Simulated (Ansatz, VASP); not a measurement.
# Al7GaAs8 (alloy, x = 0.125, one random ordering in a cell of 16 atoms (invented)): VASP beside Ansatz

Aim: how closely do two programs agree when they are given the same cell, functional and k mesh? The cell is generated by rule, not measured, and may not be a known phase. The cell is taken from a series of runs on this material, whose earlier steps may have relaxed, scaled, displaced or heated it; both programs get it as it stands.

Calculated with Ansatz 0.2.0; plane waves, with VASP 6.6.1 beside it; relaxation of cell and atoms at r2SCAN.

### 1. The starting structure

It takes space group F-43m (No. 216, cubic). Conventional cell: a = 11.351 Å, b = 11.351 Å, c = 11.351 Å, α = 90.00°, β = 90.00°, γ = 90.00°. Al has 4 As at 2.46 Å nearest. Nearest to Al lie 4 As at 2.46 Å. Nearest to Ga lie 4 As at 2.46 Å. Nearest to As lie 3 Al at 2.46 Å and 1 Ga at 2.46 Å. Nearest to As lie 4 Al at 2.46 Å. Farther neighbours are not listed.

As a file:

```cif
data_structure
_symmetry_space_group_name_H-M 'P 1'
_symmetry_Int_Tables_number 1
_cell_length_a 8.0266
_cell_length_b 8.0266
_cell_length_c 8.0266
_cell_angle_alpha 60.000
_cell_angle_beta 60.000
_cell_angle_gamma 60.000
_cell_volume 365.66
loop_
_atom_site_label
_atom_site_type_symbol
_atom_site_fract_x
_atom_site_fract_y
_atom_site_fract_z
_atom_site_occupancy
Al1 Al 0.74974 0.74974 0.25026 1
Al2 Al 0.74974 0.25026 0.25026 1
Al3 Al 0.25026 0.74974 0.25026 1
Al4 Al 0.74974 0.25026 0.74974 1
Al5 Al 0.75000 0.75000 0.75000 1
Al6 Al 0.25026 0.74974 0.74974 1
Al7 Al 0.25026 0.25026 0.74974 1
Ga8 Ga 0.25000 0.25000 0.25000 1
As9 As 0.62568 0.12477 0.12477 1
As10 As 0.62501 0.62501 0.12497 1
As11 As 0.12477 0.62568 0.12477 1
As12 As 0.12477 0.12477 0.12477 1
As13 As 0.62501 0.62501 0.62501 1
As14 As 0.62501 0.12497 0.62501 1
As15 As 0.12477 0.12477 0.62568 1
As16 As 0.12497 0.62501 0.62501 1
```

### 2. VASP: relaxation of cell and atoms, r2SCAN, pair 1

The relaxed volume is the usual yardstick between codes: in a stiff, nearly cubic crystal its relative difference is about their pressure difference at one cell divided by the bulk modulus.

Lines of VASP's logs that name or quote its potential files are left out, and so is its time.

The input, INCAR:

```
SYSTEM = Al7GaAs8
PREC = Accurate
ENCUT = 550
EDIFF = 1E-07
NELM = 120
ISMEAR = 0
SIGMA = 0.01
LREAL = .FALSE.
ALGO = Normal
METAGGA = R2SCAN
LASPH = .TRUE.
NBANDS = 53
LORBIT = 11
LWAVE = .FALSE.
LCHARG = .FALSE.
ISIF = 3
IBRION = 2
NSW = 80
EDIFFG = -0.005
GGA_COMPAT = .FALSE.
NELMIN = 4
EFERMI = MIDGAP
LMIXTAU = .TRUE.
KPAR = 4
```

The input, POSCAR:

```
Al7GaAs8
1.0
    0.0000000000      5.6756380000      5.6756380000
    5.6756380000      0.0000000000      5.6756380000
    5.6756380000      5.6756380000      0.0000000000
Al Ga As
7 1 8
Direct
    0.7497382232      0.7497382232      0.2502617768
    0.7497382233      0.2502617768      0.2502617768
    0.2502617768      0.7497382233      0.2502617768
    0.7497382232      0.2502617768      0.7497382232
    0.7500000000      0.7500000000      0.7500000000
    0.2502617768      0.7497382232      0.7497382232
    0.2502617768      0.2502617768      0.7497382233
    0.2500000000      0.2500000000      0.2500000000
    0.6256788224      0.1247737259      0.1247737259
    0.6250105275      0.6250105275      0.1249684176
    0.1247737259      0.6256788224      0.1247737259
    0.1247737259      0.1247737259      0.1247737259
    0.6250105275      0.6250105275      0.6250105275
    0.6250105275      0.1249684176      0.6250105275
    0.1247737259      0.1247737259      0.6256788224
    0.1249684176      0.6250105275      0.6250105275
```

The input, KPOINTS:

```
Automatic mesh
0
Gamma
4 4 4
0 0 0
```

Potentials, in the order of the species: Al, Ga_d and As (PBE family, release 64).

Run with:

```
mpirun -np 4 vasp_std
```

Numbers of over 12 decimals in the logs are rounded to 6 here.

The log of the run:

```text
[banner, memory and clock lines left out]
running    4 mpi-ranks, on    1 nodes
 distrk:  each k-point on    1 cores,    4 groups
 distr:  one band on    1 cores,    1 groups

 POSCAR found type information on POSCAR AlGaAs
 POSCAR found :  3 types and      16 ions
|                                                                             |
|               ----> ADVICE to this user running VASP <----                  |
|                                                                             |
|     You enforced a specific xc type in the INCAR file but a different       |
|     [... a line on the potential file left out ...]
|     I HOPE YOU KNOW WHAT YOU ARE DOING!                                     |
|                                                                             |

 LDA part: xc-table for (None), standard interpolation
 POSCAR, INCAR and KPOINTS ok, starting setup
 FFT: planning ... GRIDC
 FFT: planning ... GRID_SOFT
 FFT: planning ... GRID
 WAVECAR not read
 entering main loop
       N       E                     dE             d eps       ncg     rms          rms(c)
DAV:   1     0.275041595159E+03    0.27504E+03   -0.29887E+04   848   0.134E+03
DAV:   2    -0.137613399667E+03   -0.41265E+03   -0.38473E+03  1008   0.251E+02
DAV:   3    -0.194074256238E+03   -0.56461E+02   -0.55146E+02  1021   0.994E+01
DAV:   4    -0.196616940983E+03   -0.25427E+01   -0.25283E+01  1049   0.217E+01
DAV:   5    -0.196678962820E+03   -0.62022E-01   -0.61960E-01  1128   0.333E+00    0.120E+01
DAV:   6    -0.189708933846E+03    0.69700E+01   -0.50017E+00  1022   0.108E+01    0.677E+00
DAV:   7    -0.183918310717E+03    0.57906E+01   -0.16549E+00   960   0.538E+00    0.301E+00
DAV:   8    -0.186377582835E+03   -0.24593E+01   -0.27711E+00   987   0.624E+00    0.116E+00
DAV:   9    -0.185494617507E+03    0.88297E+00   -0.33018E-01   977   0.321E+00    0.819E-01
DAV:  10    -0.185652542781E+03   -0.15793E+00   -0.41692E-02   984   0.108E+00    0.671E-01
DAV:  11    -0.185854839011E+03   -0.20230E+00   -0.28996E-01   908   0.256E+00    0.241E-01
DAV:  12    -0.185886121508E+03   -0.31282E-01   -0.39160E-02   976   0.975E-01    0.237E-01
DAV:  13    -0.185889966894E+03   -0.38454E-02   -0.11519E-03  1064   0.175E-01    0.188E-01
DAV:  14    -0.185897300960E+03   -0.73341E-02   -0.38759E-03   929   0.271E-01    0.436E-02
DAV:  15    -0.185897564834E+03   -0.26387E-03   -0.10047E-03  1040   0.186E-01    0.453E-02
DAV:  16    -0.185897703587E+03   -0.13875E-03   -0.40723E-04   937   0.121E-01    0.170E-02
DAV:  17    -0.185897764180E+03   -0.60593E-04   -0.60271E-05   976   0.493E-02    0.125E-02
DAV:  18    -0.185897767546E+03   -0.33661E-05   -0.11481E-05   974   0.215E-02    0.506E-03
DAV:  19    -0.185897778329E+03   -0.10783E-04   -0.88370E-06   960   0.174E-02    0.346E-03
DAV:  20    -0.185897777463E+03    0.86600E-06   -0.10476E-06  1017   0.594E-03    0.213E-03
DAV:  21    -0.185897777706E+03   -0.24303E-06   -0.56354E-07   958   0.489E-03    0.258E-03
DAV:  22    -0.185897777609E+03    0.97118E-07   -0.37773E-07  1003   0.396E-03
   1 F= -.18589778E+03 E0= -.18589778E+03  d E =-.185898E+03
[...]
2 F= -.18589779E+03 E0= -.18589779E+03  d E =-.835174E-05
[...]
3 F= -.18589779E+03 E0= -.18589779E+03  d E =-.106461E-04
 curvature:  -0.47 expect dE=-0.681E-05 dE for cont linesearch -0.106E-09
 trial: gam= 0.19588 g(F)=  0.735E-05 g(S)=  0.725E-05 ort = 0.130E-06 (trialstep = 0.987E+00)
 search vector abs. value=  0.175E-04
 bond charge predicted
       N       E                     dE             d eps       ncg     rms          rms(c)
DAV:   1    -0.185897796477E+03   -0.82696E-05   -0.41784E-04   952   0.889E-02    0.115E-02
DAV:   2    -0.185897799575E+03   -0.30987E-05   -0.32033E-05  1144   0.306E-02    0.656E-03
DAV:   3    -0.185897800574E+03   -0.99849E-06   -0.31001E-06  1227   0.104E-02    0.210E-03
DAV:   4    -0.185897801180E+03   -0.60673E-06   -0.60141E-07  1032   0.440E-03    0.115E-03
DAV:   5    -0.185897801151E+03    0.29352E-07   -0.52810E-08   566   0.128E-03
   4 F= -.18589780E+03 E0= -.18589780E+03  d E =-.128963E-04
 trial-energy change:   -0.000013  1 .order   -0.000008   -0.000014   -0.000002
 step:   1.0262(harm=  1.1199)  dis= 0.00025  next Energy=  -185.897801 (dE=-0.129E-04)
 reached required accuracy - stopping structural energy minimisation
```

OUTCAR, selected parts (step 2):

```text
ion  position               nearest neighbor table
   1  0.750  0.750  0.250-  10 2.46  13 2.46  11 2.46   9 2.46
   2  0.750  0.250  0.250-  10 2.46  14 2.46  12 2.46   9 2.46
   3  0.250  0.750  0.250-  10 2.46  16 2.46  12 2.46  11 2.46
   4  0.750  0.250  0.750-  14 2.46  13 2.46   9 2.46  15 2.46
   5  0.750  0.750  0.750-  13 2.46  10 2.46  14 2.46  16 2.46
   6  0.250  0.750  0.750-  16 2.46  13 2.46  15 2.46  11 2.46
   7  0.250  0.250  0.750-  14 2.46  16 2.46  12 2.46  15 2.46
   8  0.250  0.250  0.250-  12 2.46  11 2.46   9 2.46  15 2.46
   9  0.626  0.125  0.125-   2 2.46   1 2.46   4 2.46   8 2.46
  10  0.625  0.625  0.125-   1 2.46   2 2.46   3 2.46   5 2.46
  11  0.125  0.626  0.125-   3 2.46   1 2.46   6 2.46   8 2.46
  12  0.125  0.125  0.125-   2 2.46   3 2.46   7 2.46   8 2.46
  13  0.625  0.625  0.625-   1 2.46   4 2.46   6 2.46   5 2.46
  14  0.625  0.125  0.625-   4 2.46   2 2.46   7 2.46   5 2.46
  15  0.125  0.125  0.626-   7 2.46   6 2.46   4 2.46   8 2.46
  16  0.125  0.625  0.625-   6 2.46   3 2.46   7 2.46   5 2.46

  LATTYP: Found a face centered cubic cell.
 ALAT       =    11.3512760000

 Subroutine GETGRP returns: Found 24 space group operations
 (whereof 24 operations were pure point group operations)

The static configuration has the point symmetry T_d .

 Found      8 irreducible k-points:

   k-points           NKPTS =      8   k-points in BZ     NKDIM =      8   number of bands    NBANDS=     53

   dimension x,y,z NGX =    64 NGY =   64 NGZ =   64
   dimension x,y,z NGXF=   128 NGYF=  128 NGZF=  128

   ENCUT  =  550.0 eV  40.42 Ry    6.36 a.u.  15.35 15.35 15.35*2*pi/ulx,y,z

   NELECT =      74.0000    total number of electrons

 k-points in reciprocal lattice and weights: Automatic mesh
   0.00000000  0.00000000  0.00000000       0.016
   0.25000000  0.00000000  0.00000000       0.125
   0.50000000  0.00000000  0.00000000       0.062
   0.25000000  0.25000000  0.00000000       0.094
   0.50000000  0.25000000  0.00000000       0.375
  -0.25000000  0.25000000  0.00000000       0.188
   0.50000000  0.50000000  0.00000000       0.047
  -0.25000000  0.50000000  0.25000000       0.094

 average (electrostatic) potential at core
       1 -79.3450       2 -79.3450       3 -79.3450       4 -79.3450       5 -79.3677
       6 -79.3450       7 -79.3450       8 -70.9695       9 -54.2865      10 -54.2002
      11 -54.2865      12 -54.2865      13 -54.2002      14 -54.2002      15 -54.2865
      16 -54.2002

 E-fermi :   4.4138

 k-point     1 :       0.0000    0.0000    0.0000
  band No.  band energies     occupation
    ...
     33       2.7302      2.00000
     34       2.7302      2.00000
     35       3.5904      2.00000
     36       3.5904      2.00000
     37       3.5904      2.00000
     38       5.2372      0.00000
     39       5.3940      0.00000
     40       5.3940      0.00000
     41       5.3940      0.00000
     42       6.1615      0.00000
    ...

 k-point     2 :       0.2500    0.0000    0.0000
  band No.  band energies     occupation
    ...
     33       2.4371      2.00000
     34       2.8042      2.00000
     35       2.8042      2.00000
     36       3.4209      2.00000
     37       3.4209      2.00000
     38       5.6603      0.00000
     39       5.8513      0.00000
     40       5.8513      0.00000
     41       6.0604      0.00000
     42       6.5704      0.00000
    ...

 k-point     3 :       0.5000    0.0000    0.0000
  band No.  band energies     occupation
    ...
     33       1.9139      2.00000
     34       3.0383      2.00000
     35       3.0383      2.00000
     36       3.1194      2.00000
     37       3.1194      2.00000
     38       6.0603      0.00000
     39       6.4984      0.00000
     40       6.4984      0.00000
     41       6.5050      0.00000
     42       6.5779      0.00000
    ...

  Total       -0.0018005     -0.0018005     -0.0018005      0.0000000     -0.0000000      0.0000000
  in kB       -0.0078860     -0.0078860     -0.0078860      0.0000000     -0.0000000      0.0000000
  external PRESSURE =      -0.0078860 kB  Pullay stress =       0.0000000 kB

  energy-cutoff  :      550.00
  volume of cell :      365.80
      direct lattice vectors                 reciprocal lattice vectors
    -0.000000000  5.676383433  5.676383433    -0.088084254  0.088084254  0.088084254
     5.676383433  0.000000000  5.676383433     0.088084254 -0.088084254  0.088084254
     5.676383433  5.676383433 -0.000000000     0.088084254  0.088084254 -0.088084254

 POSITION                                       TOTAL-FORCE (eV/Angst)
 -----------------------------------------------------------------------------------
      5.67638      5.67638      8.51159        -0.000000     -0.000000     -0.000744
      2.84117      5.67638      5.67638         0.000744     -0.000000     -0.000000
      5.67638      2.84117      5.67638        -0.000000      0.000744     -0.000000
      5.67638      8.51159      5.67638        -0.000000     -0.000744     -0.000000
      8.51458      8.51458      8.51458        -0.000000     -0.000000     -0.000000
      8.51159      5.67638      5.67638        -0.000744     -0.000000     -0.000000
      5.67638      5.67638      2.84117        -0.000000     -0.000000      0.000744
      2.83819      2.83819      2.83819        -0.000000     -0.000000     -0.000000
      1.41592      4.26046      4.26046        -0.000461      0.000461      0.000461
      4.25712      4.25712      7.09565        -0.000023     -0.000023      0.000023
      4.26046      1.41592      4.26046         0.000461     -0.000461      0.000461
      1.41592      1.41592      1.41592        -0.000461     -0.000461     -0.000461
      7.09565      7.09565      7.09565         0.000023      0.000023      0.000023
      4.25712      7.09565      4.25712        -0.000023      0.000023     -0.000023
      4.26046      4.26046      1.41592         0.000461      0.000461     -0.000461
      7.09565      4.25712      4.25712         0.000023     -0.000023     -0.000023
 -----------------------------------------------------------------------------------
    total drift:                               -0.000001     -0.000001     -0.000001

  FREE ENERGIE OF THE ION-ELECTRON SYSTEM (eV)
  ---------------------------------------------------
  free  energy   TOTEN  =      -185.8978011510 eV

  energy  without entropy=     -185.8978011510  energy(sigma->0) =     -185.89780115

 reached required accuracy - stopping structural energy minimisation

 total charge
# of ion       s       p       d       tot
------------------------------------------
    1        0.399   0.376   0.000   0.775
    2        0.399   0.376   0.000   0.775
    3        0.399   0.376   0.000   0.775
    4        0.399   0.376   0.000   0.775
    5        0.398   0.375   0.000   0.774
    6        0.399   0.376   0.000   0.775
    7        0.399   0.376   0.000   0.775
    8        0.841   0.768   9.997  11.607
    9        1.192   1.705   0.027   2.924
   10        1.188   1.732   0.025   2.945
   11        1.192   1.705   0.027   2.924
   12        1.192   1.705   0.027   2.924
   13        1.188   1.732   0.025   2.945
   14        1.188   1.732   0.025   2.945
   15        1.192   1.705   0.027   2.924
   16        1.188   1.732   0.025   2.945
--------------------------------------------------
tot         13.154  17.149  10.203  40.507

[... 3 further parts left out ...]
```

CONTCAR:

```
Al7GaAs8
   1.00000000000000
    -0.0000000000000000    5.6763834330723313    5.6763834330723313
     5.6763834330723313    0.0000000000000000    5.6763834330723313
     5.6763834330723313    5.6763834330723313   -0.0000000000000000
  Al              Ga              As
     7     1     8
Direct
     0.7497372694413348    0.7497372694413348    0.2502627305586653
     0.7497372695413366    0.2502627305586653    0.2502627305586653
     0.2502627305586653    0.7497372695413366    0.2502627305586653
     0.7497372694413348    0.2502627305586653    0.7497372694413348
     0.7500000000000000    0.7500000000000000    0.7500000000000000
     0.2502627305586653    0.7497372694413348    0.7497372694413348
     0.2502627305586653    0.2502627305586653    0.7497372695413366
     0.2500000000000000    0.2500000000000000    0.2500000000000000
     0.6258380999912172    0.1247206333695925    0.1247206333695925
     0.6250149922573975    0.6250149922573975    0.1249550233278163
     0.1247206333695925    0.6258380999912172    0.1247206333695925
     0.1247206333695925    0.1247206333695925    0.1247206333695925
     0.6250149922573975    0.6250149922573975    0.6250149922573975
     0.6250149922573975    0.1249550233278163    0.6250149922573975
     0.1247206333695925    0.1247206333695925    0.6258380999912172
     0.1249550233278163    0.6250149922573975    0.6250149922573975
```

(Part 1 of 3 ends here.)

[Lines on the potential files, build, host, timing and source positions are cut from VASP's logs without a mark.]

[Logs are printed without paths, hosts, clocks, repeated set-up lines and the standing remarks that a program may print on its own settings, such as how far it seeks lower states.]

[Hosts, paths, dates, database ids (printed as entryN), source tags and the programs' standing remarks are cut or masked in the printed files.]
